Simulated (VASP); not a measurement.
Input:

```
CELL_PARAMETERS angstrom
      0.00000     3.34741     3.34741
      3.34741     0.00000     3.34741
      3.34741     3.34741     0.00000
ATOMIC_POSITIONS crystal
  Sr 0.00000 0.00000 0.00000
  Te 0.50000 0.50000 0.50000
```

Method: HSE06 screened hybrid, VASP's PBE PAW potentials (set 64) (plane waves; VASP 6.6.1). Numerical set-up: 520 eV cut-off, 6×6×6 Γ-centred mesh, Gaussian smearing of 0.050 eV, potentials Sr_sv Te.

Give the energy at these volumes per atom, relative to the lowest: 34.59, 35.74, 36.88, 38.02, 39.16 Å³.

27.2, 9.1, 0.5, 0.0, 6.5 meV/atom. A third-order Birch-Murnaghan fit gives B0 = 34.4 GPa and B0′ = 4.2.

Measured: bulk modulus 39.5 GPa (computed value off by -12.9 %), a 6.659 Å (computed value off by +0.5 %), as given by S. C. Rakesh Roshan et al., ACS Applied Energy Materials (2021), arXiv:2110.13857. The calculation is for a static lattice, while the measured bulk modulus, a hold thermal and zero-point effects, which are part of the difference.

The compound is SrTe in the rock salt structure. It was relaxed first. The cell's shape comes from a PBE relaxation.
